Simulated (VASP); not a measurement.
NaLaMnMoO6:

```xyz
10
Lattice="4.7224 -2.7369 0.0020 4.7224 2.7369 0.0020 -3.1780 0.0000 4.4700" Properties=species:S:1:pos:R:3 pbc="T T T"
Na   -0.0031    0.0000    3.3293
La    6.2777    0.0000    1.1522
Mn    3.1283    0.0000    2.2333
Mo    0.0068    0.0000    0.0051
O     4.1282    1.3576    1.2770
O     4.1282   -1.3576    1.2770
O     1.7822    0.0000    0.8403
O     4.4845    0.0000    3.6293
O     2.1325    1.3554    3.1991
O     2.1325   -1.3554    3.1991
```

The cell was built by a generator and needn't be a form met in nature.

```yaml
Program: VASP 6.6.1
Task: relaxation of cell and atoms
Functional: PBE
Dispersion: D3(BJ)
Potentials_or_basis: VASP PAW PBE potentials, release 64 (Na_pv, La, Mn_pv, Mo_sv, O)
Cutoff: 600 eV
k_mesh: 6 × 6 × 6
Occupations: fermi-dirac, width 0.05 eV
Spin: collinear spin, ferromagnetic start
Starting_moments: "[0.0, 0.0, 4.0, 1.0, 0.0, 0.0, 0.0, 0.0, 0.0, 0.0] μB"
```

At the start: pressure -2.8 GPa; volume 11.56 Å³/atom.

Q: Where does the relaxation end?

A: Over 18 steps the energy falls by 2.2 meV/atom and the volume is 11.34 Å³/atom (-1.9 %); space group Cm (No. 8, to 0.05 Å); moment 1.79 μB per cell.

Step by step:
```tsv
step	energy change (eV)	largest force (eV/Å)	pressure (GPa)	volume (Å³)
1	0.0000	0.1480	-2.75	115.58
2	-0.0053	0.3264	2.29	112.29
3	-0.0178	0.1343	-0.12	113.75
4	-0.0206	0.0676	0.07	113.37
5	-0.0209	0.0576	0.16	113.23
6	-0.0213	0.0460	-0.09	113.38
7	-0.0213	0.0457	-0.18	113.43
8	-0.0215	0.0286	-0.09	113.39
9	-0.0217	0.0210	0.00	113.34
10	-0.0218	0.0163	0.02	113.33
11	-0.0218	0.0147	0.03	113.31
12	-0.0219	0.0301	0.04	113.29
13	-0.0220	0.0211	0.03	113.30
14	-0.0220	0.0217	0.00	113.32
15	-0.0221	0.0138	0.03	113.33
16	-0.0221	0.0114	0.04	113.33
17	-0.0221	0.0109	0.05	113.34
18	-0.0222	0.0094	-0.01	113.39
```

Final structure:
```
Na La Mn Mo O
1.0
     4.69306   -2.71649    0.00520
     4.69306    2.71649    0.00520
    -3.15521    0.00000    4.44379
Na La Mn Mo O
1 1 1 1 6
Direct
  0.24988 0.24988 0.74342
  0.75152 0.75152 0.25730
  0.49916 0.49916 0.49916
  0.00109 0.00109 0.00114
  0.28626 0.78339 0.28820
  0.78339 0.28626 0.28820
  0.25166 0.25166 0.18265
  0.74792 0.74792 0.81353
  0.21828 0.71112 0.71412
  0.71112 0.21828 0.71412
```

Caveat: a cell with one magnetic atom can't hold antiferromagnetic order, which such compounds often take; pairwise dispersion overbinds metals, which lowers pressure and volume.
